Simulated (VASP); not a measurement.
Wanted: the native input for a VASP 6.6.1 run.

```
Task                   : relaxation of the atoms
Functional             : PBEsol
Potentials or basis    : VASP PAW PBE potentials, release 64 (Fe, C)
Cutoff                 : 450 eV
k mesh                 : 3 × 4 × 4
Occupations            : gaussian, width 0.03 eV
Spin                   : collinear spin, zero start
Starting moments       : [0.0, 0.0, 0.0, 0.0, 0.0, 0.0, 0.0, 0.0, 0.0, 0.0, 0.0, 0.0, 0.0, 0.0, 0.0, 0.0, 0.0, 0.0, 0.0, 0.0, 0.0, 0.0, 0.0, 0.0] μB
Fixed moment           : 0 μB
Hubbard terms          : Fe d U = 4 eV
Dq                     : 0
Further INCAR settings : LREAL = Auto; ALGO = Normal; EDIFF = 1e-05; ISYM = 0; IBRION = 2; EDIFFG = -0.03; NSW = 60
```

The structure of FeC23 (a cell with a defect) lies in POSCAR:

```
FeC23
1.0
    0.0000000000      5.3503200000      5.3503200000
    3.5668800000      0.0000000000      3.5668800000
    3.5668800000      3.5668800000      0.0000000000
Fe C
1 23
Direct
    0.0015940000     -0.0072120000     -0.0095050000
    0.0025250000     -0.0067170000      0.5108820000
    0.0078370000      0.4957910000     -0.0032430000
    0.0006120000      0.5021710000      0.5046670000
    0.3318910000      0.0052250000      0.0037550000
    0.3347420000      0.0089430000      0.4913360000
    0.3330570000      0.5009720000     -0.0107880000
    0.3440070000      0.5023800000      0.4847400000
    0.6556270000      0.0043510000      0.0083080000
    0.6716790000     -0.0043130000      0.5030580000
    0.6607670000      0.5096790000      0.0004540000
    0.6654280000      0.4940170000      0.5009270000
    0.0975260000      0.1060700000      0.1278990000
    0.0878570000      0.1247040000      0.6183220000
    0.0813200000      0.6189570000      0.1263670000
    0.0759830000      0.6315270000      0.6263370000
    0.4096550000      0.1363390000      0.1235610000
    0.4103090000      0.1329750000      0.6224700000
    0.4143720000      0.6314260000      0.1210950000
    0.4223900000      0.6152760000      0.6265110000
    0.7433560000      0.1389270000      0.1168050000
    0.7504580000      0.1314330000      0.6295470000
    0.7415780000      0.6258430000      0.1334850000
    0.7453650000      0.6315470000      0.6263150000
```

The cell isn't the ideal one: atoms moved at random, drawn with an rms of 0.05 Å.

One way to write it, as run:

INCAR

```
SYSTEM = FeC23
  ALGO = Normal
  EDIFF = 1E-5
  EDIFFG = -0.03
  ENCUT = 450
  GGA = PS
  IBRION = 2
  ISIF = 2
  ISMEAR = 0
  ISPIN = 2
  ISYM = 0
  KPAR = 4
  LASPH = .True.
  LCHARG = .False.
  LDAU = .True.
  LDAUJ = 0 0
  LDAUL = 2 -1
  LDAUPRINT = 1
  LDAUTYPE = 2
  LDAUU = 4 0
  LMAXMIX = 4
  LORBIT = 11
  LREAL = Auto
  LWAVE = .False.
  MAGMOM = 0 0 0 0 0 0 0 0 0 0 0 0 0 0 0 0 0 0 0 0 0 0 0 0
  NELM = 120
  NSW = 60
  NUPDOWN = 0
  PREC = Accurate
  SIGMA = 0.03
```

KPOINTS

```
k-points
0
Gamma
  3 4 4
  0 0 0
```

Potentials or basis: VASP PAW PBE potentials, release 64 (Fe, C).

Run with:

```bash
$ cat potpaw_PBE.64/Fe/POTCAR potpaw_PBE.64/C/POTCAR > POTCAR
$ mpirun -np 4 vasp_std > vasp.out
```

It gave:

```yaml
Energy_gained_by_relaxing: 131.7 meV/atom
Ionic_steps: 18
Largest_force_after_relaxing: 0.025 eV/Å
Net_moment: 0.00 μB per cell
Valence_electrons_inside_the_program's_atomic_spheres: Fe 9.10; C 2.60, 2.59, 2.61, 2.58, 2.67, 2.65, 2.56, 2.57, 2.55
```

Caveat: the k mesh is coarse (spacing up to 0.38 Å⁻¹), so the values aren't converged; the PAW data sets were made with another functional, which shifts forces and pressure a little; the total moment is fixed, so each spin has its own Fermi level; the U is typed as a test and isn't derived for this compound.

Wall time 56 min on 4 MPI ranks on AMD EPYC 7R13 Processor (Zen 3), with other jobs on the host, peak memory 0.45 GiB a rank.
